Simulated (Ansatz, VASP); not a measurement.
## One calculation of VCr2Si2, two programs

INCAR

```
SYSTEM = VCr2Si2
  PREC = Accurate
  ENCUT = 520
  EDIFF = 1E-6
  ISMEAR = 0
  SIGMA = 0.1595
  LREAL = .FALSE.
  LASPH = .TRUE.
  NELM = 80
  ALGO = Fast
  ISIF = 2
  LWAVE = .FALSE.
  LCHARG = .FALSE.
  GGA = PE
  NBANDS = 56
```

KPOINTS

```
Automatic mesh
0
G
  6 6 3
  0 0 0
```

File POSCAR:

```
VCr2Si2
1.0
    3.1577990000      0.0000000000      0.0000000000
    1.5789000000     -5.1361260000      0.0000000000
    0.0000000000      0.0000000000     -7.7440210000
Cr V Si
4 2 4
Direct
    0.1420000000      0.7160000000      0.9310000000
    0.8580000000      0.2840000000      0.4310000000
    0.8580000000      0.2840000000      0.0690000000
    0.1420000000      0.7160000000      0.5690000000
    0.4060000000      0.1880000000      0.7500000000
    0.5940000000      0.8120000000      0.2500000000
    0.7550000000      0.4900000000      0.7500000000
    0.2450000000      0.5100000000      0.2500000000
    0.5000000000      0.0000000000      0.0000000000
    0.5000000000      0.0000000000      0.5000000000
```

Input for Ansatz:

```yaml
crystal:
  lattice:
    - [3.157799, 0.0, 0.0]
    - [1.5789, -5.136126, 0.0]
    - [0.0, 0.0, -7.744021]
  atoms:
    - { symbol: Cr, position: [0.142, 0.716, 0.931] }
    - { symbol: Cr, position: [0.858, 0.284, 0.431] }
    - { symbol: Cr, position: [0.858, 0.284, 0.069] }
    - { symbol: Cr, position: [0.142, 0.716, 0.569] }
    - { symbol: V, position: [0.406, 0.188, 0.75] }
    - { symbol: V, position: [0.594, 0.812, 0.25] }
    - { symbol: Si, position: [0.755, 0.49, 0.75] }
    - { symbol: Si, position: [0.245, 0.51, 0.25] }
    - { symbol: Si, position: [0.5, 0.0, 0.0] }
    - { symbol: Si, position: [0.5, 0.0, 0.5] }
  symmetry: { tolerance: 0.0003 }
kpoints:
  mp_grid: { grid: [6, 6, 3], shift: [0, 0, 0] }
magnetization:
  spin_polarized: false
scf:
  occupations: { method: gaussian, width: 0.1595 }
hamiltonian:
  pseudopotentials: { kind: paw }
  xc: pbe
basis:
  ecutwfc: 420
output:
  forces: true
  stress: true
  eigenvalues: true
```

The cell was built by a generator and needn't be a form met in nature.

Alike in both runs: task single point; functional PBE; k mesh 6 × 6 × 3; occupations gaussian, width 0.1595 eV; no spin polarisation.

|  | VASP | Ansatz |
| --- | --- | --- |
| version | VASP 6.6.1 | Ansatz 0.2.0 |
| potentials or method | VASP PAW PBE potentials, release 64 (Cr_pv, V_sv, Si) | PAW plane waves |
| plane-wave cutoff (eV) | 520 | 420 |
| valence electrons in the cell | 90 | 98 |

|  | VASP | Ansatz | Ansatz less VASP |
| --- | --- | --- | --- |
| gap on the k mesh at the Fermi level (eV) | none | none | - |
| pressure (GPa) | 19.5 | 19.5 | -0.01 |
| largest component of the traceless stress (GPa) | 3.33 | 3.38 | +0.045 |
| rms of the force components (eV/Å) | 0.843 | 0.835 | -0.0074 |

Atom by atom the forces differ by 0.009 eV/Å (rms over components). A gap of «none» marks a metal or a gap that the smearing closes. With one functional, cell and mesh, what is left measures potentials, basis and numerics. The two sets of potentials don't hold the same shells in valence.

Caveats: so large a pressure means that the cell lies far from this level's equilibrium, or that cutoff or potentials fall short (VASP); forces of over 1 eV/Å show positions far from the minimum, so gaps and moduli don't describe the material at rest. Spin polarisation is off, so any magnetic state and its effect on volume and gap are missing.
